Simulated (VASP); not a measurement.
All values below come from PBE GGA, VASP's PBE PAW potentials (set 64) (plane waves; VASP).

VASP ran on this input.

INCAR:
```
! general
SYSTEM =Cu16Si
PREC   =Normal
ENCUT  =400
LREAL  =.FALSE.
LASPH  =.TRUE.

! electronic loop
EDIFF  =1E-5
NELM   =100
NELMIN =4
ALGO   =Normal
LMAXMIX=4

! smearing
ISMEAR =1
SIGMA  =0.1

! functional
GGA    =PE

! ions
IBRION =2
NSW    =50
ISIF   =2
EDIFFG =-0.03

! output
LWAVE  =.TRUE.
LCHARG =.FALSE.

! other
LDIPOL =.TRUE.
IDIPOL =3
DIPOL  =0.5 0.5 0.5
```

**KPOINTS**
```
Automatic mesh
0
Gamma
5 5 1
0 0 0
```

### POSCAR
```
Cu16Si
1
    5.1357214723     0.0000000000     0.0000000000
    0.0000000000     5.1357214723     0.0000000000
    0.0000000000     0.0000000000    19.5306480613
Cu Si
16 1
Direct
  0.2500000000   0.2500000000   0.3605460000
  0.7500000000   0.2500000000   0.3605460000
  0.2500000000   0.7500000000   0.3605460000
  0.7500000000   0.7500000000   0.3605460000
  0.0000000000   0.0000000000   0.4535150000
  0.5000000000   0.0000000000   0.4535150000
  0.0000000000   0.5000000000   0.4535150000
  0.5000000000   0.5000000000   0.4535150000
  0.2500000000   0.2500000000   0.5464850000
  0.7500000000   0.2500000000   0.5464850000
  0.2500000000   0.7500000000   0.5464850000
  0.7500000000   0.7500000000   0.5464850000
  0.0000000000   0.0000000000   0.6394540000
  0.5000000000   0.0000000000   0.6394540000
  0.0000000000   0.5000000000   0.6394540000
  0.5000000000   0.5000000000   0.6394540000
  0.2500000000   0.2500000000   0.7145510000
```

POTCAR, in this order: Cu Si (PBE.64 set). Program: vasp_std.

The run wrote:

OUTCAR:
```
 ion  position               nearest neighbor table
   1  0.250  0.250  0.361-   5 2.57   6 2.57   7 2.57   8 2.57   2 2.57   3 2.57   3 2.57   2 2.57
  LATTYP: Found a simple tetragonal cell.
 ALAT       =     5.1357214723
 C/A-ratio  =     3.8029025068
 Subroutine PRICEL returns:
 Original cell was already a primitive cell.
 Subroutine GETGRP returns: Found  8 space group operations
The static configuration has the point symmetry C_1h.
 The point group associated with its full space group is C_4v.
The dynamic configuration has the point symmetry C_1h.
 Subroutine INISYM returns: Found  8 space group operations
 Subroutine IBZKPT returns following result:
 Found      6 irreducible k-points:

 Following reciprocal coordinates:
            Coordinates               Weight
  0.000000  0.000000  0.000000      1.000000
  0.200000  0.000000  0.000000      4.000000
  0.400000  0.000000  0.000000      4.000000
  0.200000  0.200000  0.000000      4.000000
  0.400000  0.200000  0.000000      8.000000
  0.400000  0.400000  0.000000      4.000000
   k-points           NKPTS =      6   k-points in BZ     NKDIM =      6   number of bands    NBANDS=    108
   number of dos      NEDOS =    301   number of ions     NIONS =     17
...
```

**OSZICAR**
```
...
DAV:  23    -0.601069408922E+02   -0.63691E-04   -0.10520E-05   916   0.598E-02    0.129E-02
DAV:  24    -0.601070999496E+02   -0.15906E-03   -0.19370E-05   924   0.747E-02    0.605E-03
DAV:  25    -0.601071853981E+02   -0.85448E-04   -0.14254E-05   896   0.295E-02    0.605E-03
DAV:  26    -0.601072324420E+02   -0.47044E-04   -0.70852E-06   832   0.369E-02    0.474E-03
DAV:  27    -0.601072420119E+02   -0.95699E-05   -0.30554E-06   844   0.287E-02
   1 F= -.60107242E+02 E0= -.60104221E+02  d E =-.601072E+02
       N       E                     dE             d eps       ncg     rms          rms(c)
DAV:   1    -0.601216129233E+02   -0.14380E-01   -0.10318E+01  1364   0.105E+01    0.259E-01
DAV:   2    -0.601409382034E+02   -0.19325E-01   -0.19390E-01  2000   0.361E+00    0.370E-01
DAV:   3    -0.601414347320E+02   -0.49653E-03   -0.33673E-02  1480   0.414E+00    0.325E-01
DAV:   4    -0.601396818745E+02    0.17529E-02   -0.65066E-03  1496   0.186E+00    0.164E-01
DAV:   5    -0.601395914436E+02    0.90431E-04   -0.23414E-03  1540   0.698E-01    0.129E-01
DAV:   6    -0.601394039831E+02    0.18746E-03   -0.13881E-03  1480   0.771E-01    0.540E-02
DAV:   7    -0.601394169133E+02   -0.12930E-04   -0.64818E-04  2064   0.533E-01    0.330E-02
DAV:   8    -0.601393824886E+02    0.34425E-04   -0.20653E-04  1892   0.307E-01    0.144E-02
DAV:   9    -0.601393816174E+02    0.87122E-06   -0.42245E-05  1212   0.866E-02
   2 F= -.60139382E+02 E0= -.60136296E+02  d E =-.321396E-01
       N       E                     dE             d eps       ncg     rms          rms(c)
DAV:   1    -0.601197197121E+02    0.19663E-01   -0.20183E+01  1364   0.148E+01    0.377E-01
DAV:   2    -0.601585509533E+02   -0.38831E-01   -0.40050E-01  1988   0.473E+00    0.480E-01
DAV:   3    -0.601606173956E+02   -0.20664E-02   -0.56612E-02  1480   0.557E+00    0.486E-01
DAV:   4    -0.601564003943E+02    0.42170E-02   -0.14126E-02  1560   0.289E+00    0.235E-01
DAV:   5    -0.601561825626E+02    0.21783E-03   -0.47027E-03  1816   0.892E-01    0.184E-01
DAV:   6    -0.601557695564E+02    0.41301E-03   -0.20441E-03  1468   0.912E-01    0.922E-02
DAV:   7    -0.601557771625E+02   -0.76061E-05   -0.14118E-03  2092   0.819E-01    0.539E-02
DAV:   8    -0.601556875675E+02    0.89595E-04   -0.50900E-04  2176   0.496E-01    0.234E-02
DAV:   9    -0.601556859036E+02    0.16639E-05   -0.89071E-05  1484   0.142E-01
   3 F= -.60155686E+02 E0= -.60152603E+02  d E =-.484439E-01
       N       E                     dE             d eps       ncg     rms          rms(c)
DAV:   1    -0.601620943112E+02   -0.64067E-02   -0.23979E+00  1304   0.502E+00    0.178E-01
DAV:   2    -0.601724515469E+02   -0.10357E-01   -0.68473E-02  2204   0.364E+00    0.423E-01
DAV:   3    -0.601671865481E+02    0.52650E-02   -0.28148E-02  1800   0.394E+00    0.154E-01
DAV:   4    -0.601673179425E+02   -0.13139E-03   -0.41403E-03  1480   0.916E-01    0.109E-01
DAV:   5    -0.601673820693E+02   -0.64127E-04   -0.13245E-03  1428   0.438E-01    0.953E-02
DAV:   6    -0.601673323651E+02    0.49704E-04   -0.67559E-04  1568   0.517E-01    0.556E-02
DAV:   7    -0.601673067369E+02    0.25628E-04   -0.25939E-04  1832   0.362E-01    0.284E-02
DAV:   8    -0.601672952481E+02    0.11489E-04   -0.79900E-05  1428   0.166E-01    0.819E-03
DAV:   9    -0.601672949296E+02    0.31846E-06   -0.14960E-05   784   0.818E-02
   4 F= -.60167295E+02 E0= -.60164116E+02  d E =-.116090E-01
       N       E                     dE             d eps       ncg     rms          rms(c)
DAV:   1    -0.601670445071E+02    0.25074E-03   -0.16921E+00  1304   0.422E+00    0.148E-01
DAV:   2    -0.601739504683E+02   -0.69060E-02   -0.46933E-02  2180   0.289E+00    0.347E-01
DAV:   3    -0.601706546882E+02    0.32958E-02   -0.18420E-02  1680   0.319E+00    0.133E-01
DAV:   4    -0.601707385779E+02   -0.83890E-04   -0.29074E-03  1480   0.772E-01    0.936E-02
DAV:   5    -0.601707791355E+02   -0.40558E-04   -0.90485E-04  1452   0.360E-01    0.817E-02
DAV:   6    -0.601707492632E+02    0.29872E-04   -0.50550E-04  1616   0.423E-01    0.469E-02
DAV:   7    -0.601707291324E+02    0.20131E-04   -0.18391E-04  1780   0.316E-01    0.263E-02
DAV:   8    -0.601707197440E+02    0.93884E-05   -0.56822E-05  1300   0.153E-01
   5 F= -.60170720E+02 E0= -.60167388E+02  d E =-.150338E-01
       N       E                     dE             d eps       ncg     rms          rms(c)
DAV:   1    -0.601714165072E+02   -0.68737E-03   -0.22007E+00  1360   0.484E+00    0.107E-01
DAV:   2    -0.601754549355E+02   -0.40384E-02   -0.38514E-02  2032   0.166E+00    0.174E-01
DAV:   3    -0.601753187080E+02    0.13623E-03   -0.56552E-03  1432   0.165E+00    0.110E-01
DAV:   4    -0.601751755897E+02    0.14312E-03   -0.10262E-03  1464   0.645E-01    0.741E-02
DAV:   5    -0.601751195959E+02    0.55994E-04   -0.49361E-04  1784   0.441E-01    0.594E-02
DAV:   6    -0.601750783863E+02    0.41210E-04   -0.39656E-04  1756   0.431E-01    0.113E-02
DAV:   7    -0.601750823524E+02   -0.39661E-05   -0.71543E-05  1352   0.123E-01
   6 F= -.60175082E+02 E0= -.60171983E+02  d E =-.436261E-02
       N       E                     dE             d eps       ncg     rms          rms(c)
DAV:   1    -0.601691062213E+02    0.59722E-02   -0.49992E+00  1360   0.732E+00    0.166E-01
DAV:   2    -0.601783666139E+02   -0.92604E-02   -0.89215E-02  2008   0.248E+00    0.256E-01
DAV:   3    -0.601781428114E+02    0.22380E-03   -0.13099E-02  1432   0.254E+00    0.177E-01
DAV:   4    -0.601777245389E+02    0.41827E-03   -0.24292E-03  1472   0.111E+00    0.112E-01
DAV:   5    -0.601776349145E+02    0.89624E-04   -0.10547E-03  1656   0.622E-01    0.948E-02
DAV:   6    -0.601775058742E+02    0.12904E-03   -0.96903E-04  1924   0.554E-01    0.199E-02
DAV:   7    -0.601775144657E+02   -0.85916E-05   -0.15541E-04  1820   0.267E-01    0.199E-02
DAV:   8    -0.601775099200E+02    0.45458E-05   -0.57400E-05  1324   0.175E-01
   7 F= -.60177510E+02 E0= -.60174780E+02  d E =-.679018E-02
       N       E                     dE             d eps       ncg     rms          rms(c)
DAV:   1    -0.601764712267E+02    0.10432E-02   -0.14516E+00  1360   0.392E+00    0.973E-02
DAV:   2    -0.601797589425E+02   -0.32877E-02   -0.27505E-02  2068   0.176E+00    0.201E-01
DAV:   3    -0.601790968551E+02    0.66209E-03   -0.65187E-03  1544   0.181E+00    0.892E-02
DAV:   4    -0.601790927093E+02    0.41458E-05   -0.11499E-03  1448   0.557E-01    0.661E-02
DAV:   5    -0.601791035693E+02   -0.10860E-04   -0.41242E-04  1496   0.289E-01    0.565E-02
DAV:   6    -0.601790641770E+02    0.39392E-04   -0.27374E-04  1772   0.303E-01    0.228E-02
DAV:   7    -0.601790610328E+02    0.31442E-05   -0.67978E-05  1308   0.155E-01
   8 F= -.60179061E+02 E0= -.60176609E+02  d E =-.155111E-02
       N       E                     dE             d eps       ncg     rms          rms(c)
DAV:   1    -0.601786838155E+02    0.38036E-03   -0.28566E-01  1360   0.174E+00    0.473E-02
DAV:   2    -0.601794486108E+02   -0.76480E-03   -0.58525E-03  2244   0.988E-01    0.110E-01
DAV:   3    -0.601792113706E+02    0.23724E-03   -0.16626E-03  1748   0.945E-01    0.367E-02
DAV:   4    -0.601792182684E+02   -0.68978E-05   -0.27674E-04  1428   0.232E-01    0.297E-02
DAV:   5    -0.601792214334E+02   -0.31650E-05   -0.99565E-05  1384   0.151E-01
   9 F= -.60179221E+02 E0= -.60176925E+02  d E =-.171151E-02
       N       E                     dE             d eps       ncg     rms          rms(c)
DAV:   1    -0.601791239574E+02    0.94311E-04   -0.17084E-01  1344   0.132E+00    0.290E-02
DAV:   2    -0.601794204530E+02   -0.29650E-03   -0.30604E-03  1944   0.419E-01    0.396E-02
DAV:   3    -0.601794219961E+02   -0.15430E-05   -0.20597E-04  1392   0.311E-01    0.289E-02
DAV:   4    -0.601794176369E+02    0.43592E-05   -0.92038E-05  1228   0.240E-01
  10 F= -.60179418E+02 E0= -.60177115E+02  d E =-.196203E-03
```

OUTCAR:
```
------------------------ aborting loop because EDIFF is reached ----------------------------------------
  FORCE on cell =-STRESS in cart. coord.  units (eV):
  Direction    XX          YY          ZZ          XY          YZ          ZX
  --------------------------------------------------------------------------------------
  Total       -2.8058102     -2.8058102     -1.3688017      0.0000000      0.0000000      0.0000000
  in kB       -8.7266850     -8.7266850     -4.2572734      0.0000000      0.0000000      0.0000000
  external PRESSURE =      -7.2368811 kB  Pullay stress =       0.0000000 kB
  volume of cell :      515.13
      direct lattice vectors                 reciprocal lattice vectors
     5.135721472  0.000000000  0.000000000     0.194714609  0.000000000  0.000000000
     0.000000000  5.135721472  0.000000000     0.000000000  0.194714609  0.000000000
     0.000000000  0.000000000 19.530648061     0.000000000  0.000000000  0.051201578
 POSITION                                       TOTAL-FORCE (eV/Angst)
 -----------------------------------------------------------------------------------
      1.28393      1.28393      7.08062         0.000000     -0.000000     -0.000592
      3.85179      1.28393      7.08954         0.000000     -0.000000      0.003556
      1.28393      3.85179      7.08954         0.000000     -0.000000      0.003556
      3.85179      3.85179      7.07559         0.000000     -0.000000      0.009844
      0.00429      0.00429      8.84915         0.001674      0.001674      0.002119
      2.56357      0.00429      8.84915        -0.001674      0.001674      0.002119
      0.00429      2.56357      8.84915         0.001674     -0.001674      0.002119
      2.56357      2.56357      8.84915        -0.001674     -0.001674      0.002119
      1.28393      1.28393     10.68637         0.000000     -0.000000     -0.014044
      3.85179      1.28393     10.68011         0.000000     -0.000000     -0.004167
      1.28393      3.85179     10.68011         0.000000     -0.000000     -0.004167
      3.85179      3.85179     10.65361         0.000000     -0.000000      0.002181
      5.09581      5.09581     12.48463        -0.001681     -0.001681     -0.002993
      2.60777      5.09581     12.48463         0.001681     -0.001681     -0.002993
      5.09581      2.60777     12.48463        -0.001681      0.001681     -0.002993
      2.60777      2.60777     12.48463         0.001681      0.001681     -0.002993
      1.28393      1.28393     13.83020         0.000000     -0.000000      0.007328
 -----------------------------------------------------------------------------------
    total drift:                                0.000000      0.000000      0.090230
  FREE ENERGIE OF THE ION-ELECTRON SYSTEM (eV)
  ---------------------------------------------------
  free  energy   TOTEN  =       -60.1794176369 eV

  energy  without entropy=      -60.1725105526  energy(sigma->0) =      -60.17711528

 reached required accuracy - stopping structural energy minimisation
```
(Selected blocks of OUTCAR.)

File CONTCAR:
```
Cu16Si
   1.00000000000000
     5.1357214723000002    0.0000000000000000    0.0000000000000000
     0.0000000000000000    5.1357214723000002    0.0000000000000000
     0.0000000000000000    0.0000000000000000   19.5306480612999991
  Cu              Si
    16     1
Direct
     0.2500000000000000    0.2500000000000000    0.3625390557885301
     0.7500000000000000    0.2500000000000000    0.3629956968654852
     0.2500000000000000    0.7500000000000000    0.3629956968654852
     0.7500000000000000    0.7500000000000000    0.3622814739993949
     0.0008350635699126    0.0008350635699126    0.4530906523242688
     0.4991649364300874    0.0008350635699126    0.4530906523242688
     0.0008350635699126    0.4991649364300874    0.4530906523242688
     0.4991649364300874    0.4991649364300874    0.4530906523242688
     0.2500000000000000    0.2500000000000000    0.5471589004094490
     0.7500000000000000    0.2500000000000000    0.5468384937166683
     0.2500000000000000    0.7500000000000000    0.5468384937166683
     0.7500000000000000    0.7500000000000000    0.5454816961239732
     0.9922292457835002    0.9922292457835002    0.6392326434598892
     0.5077707542164998    0.9922292457835002    0.6392326434598892
     0.9922292457835002    0.5077707542164998    0.6392326434598892
     0.5077707542164998    0.5077707542164998    0.6392326434598892
     0.2500000000000000    0.2500000000000000    0.7081283093777148
```

The cell is a thin slab with vacuum, built from Cu (fcc): (100) face, Si adsorbed.
